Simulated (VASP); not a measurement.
Consider the following.

```
BaHfO3
1.0
    4.19930     0.00000     0.00000
    0.00000     4.19930     0.00000
    0.00000     0.00000     4.19930
Ba Hf O
1 1 3
Direct
  0.00000   0.00000   0.00000
  0.50000   0.50000   0.50000
  0.50000   0.00000   0.50000
  0.00000   0.50000   0.50000
  0.50000   0.50000   0.00000
```

Computed with PBE GGA, VASP's PBE PAW potentials (set 64) (plane waves; VASP 6.6.1). Run with 620 eV cut-off, 5×5×5 Γ-centred mesh, Gaussian smearing of 0.050 eV, potentials Ba_sv Hf_pv O.

Energy and stress use the plane-wave basis of the starting cell.

Task: The ions, cell shape and volume at an external pressure of 5.0 GPa are relaxed. What does this cell relax into?

Result: 
```
BaHfO3
1.0
    4.15893     0.00000     0.00000
    0.00000     4.15893     0.00000
    0.00000     0.00000     4.15893
Ba Hf O
1 1 3
Direct
  0.00000   0.00000   0.00000
  0.50000   0.50000   0.50000
  0.50000   0.00000   0.50000
  0.00000   0.50000   0.50000
  0.50000   0.50000   0.00000
```
Space group Pm-3m (221), at a tolerance of 0.03 Å.

Task: How do energy and volume change from the first to the last step?

Result: The energy (σ→0) changes by +6.4 meV/atom and the volume by -2.9 %, in 3 ionic steps.

```json
[
 {"step": "1", "E(σ→0) (eV)": "-43.5672", "max force (eV/Å)": "0.000", "pressure (GPa)": "0.02", "volume (Å³)": "74.05"},
 {"step": "2", "E(σ→0) (eV)": "-43.3907", "max force (eV/Å)": "0.000", "pressure (GPa)": "12.39", "volume (Å³)": "69.23"},
 {"step": "3", "E(σ→0) (eV)": "-43.5354", "max force (eV/Å)": "0.000", "pressure (GPa)": "4.94", "volume (Å³)": "71.94"}
]
```

The compound is BaHfO3 in the cubic perovskite structure. This run relaxes it under an external pressure of 5 GPa. Symmetry was kept, so distortions that lower it aren't found.
